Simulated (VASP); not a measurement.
Given:

```xyz
1
Lattice="-2.7548 2.7548 2.7548 2.7548 -2.7548 2.7548 2.7548 2.7548 -2.7548" Properties=species:S:1:pos:R:3 pbc="T T T"
Rb     0.0000     0.0000     0.0000
```

The numbers are results of optB88-vdW, VASP's PBE PAW potentials (set 64) (plane waves; VASP), not measurements. Settings: 520 eV cut-off, 11×11×11 Γ-centred mesh, tetrahedra with Blöchl corrections, potentials Rb_sv.

Task: What does the run give for the energy per atom (σ→0), band gap (on the k-mesh) with the smallest direct gap where there is one?

Result: 
The band gap (on the k-mesh) is none (metal, semimetal or under 0.01 eV) and the energy per atom (σ→0) is 1.214 eV/atom.

The compound is Rb in the bcc structure. It was relaxed first, which changed the volume by -7 %.
